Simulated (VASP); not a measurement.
Consider the following.

```
CELL_PARAMETERS angstrom
     -1.92328     1.92328     4.89287
      1.92328    -1.92328     4.89287
      1.92328     1.92328    -4.89287
ATOMIC_POSITIONS crystal
  Ti 0.75000 0.25000 0.50000
  Ti 0.00000 0.00000 0.00000
  O  0.54306 0.04306 0.50000
  O  0.79306 0.79306 0.00000
  O  0.20694 0.20694 0.00000
  O  0.95694 0.45694 0.50000
```

Computed with AM05 GGA, VASP's PBE PAW potentials (set 64) (plane waves; VASP 6.6.1). Numerical set-up: 520 eV cut-off, 8×8×8 Γ-centred mesh, Gaussian smearing of 0.050 eV, potentials Ti_sv O.

Problem. The ions and cell shape at fixed volume are relaxed. Which structure does the run end with?

Solution. 
```
CELL_PARAMETERS angstrom
     -1.90743     1.90743     4.97449
      1.90743    -1.90743     4.97449
      1.90743     1.90743    -4.97449
ATOMIC_POSITIONS crystal
  Ti 0.75000 0.25000 0.50000
  Ti 0.00000 0.00000 0.00000
  O  0.54711 0.04711 0.50000
  O  0.79711 0.79711 0.00000
  O  0.20289 0.20289 0.00000
  O  0.95289 0.45289 0.50000
```
Space group I4_1/amd (141), at a tolerance of 0.03 Å.

Problem. How much energy does the relaxation gain?

Solution. The energy (σ→0) changes by -3.8 meV/atom, in 7 ionic steps.

```csv
step,E(σ→0) (eV),max force (eV/Å),pressure (GPa),volume (Å³)
1,-54.7784,0.306,-11.16,72.39
2,-54.7901,0.099,-10.47,72.39
3,-54.7910,0.022,-10.20,72.39
4,-54.7965,0.013,-10.02,72.39
5,-54.8014,0.010,-9.61,72.39
6,-54.8014,0.011,-9.60,72.39
7,-54.8015,0.006,-9.65,72.39
```

The compound is TiO2 in the anatase structure, one of several forms; rutile is the usual stable one. This cell is one point of a volume scan, at 1.06 of the reference volume. Symmetry was kept, so distortions that lower it aren't found.
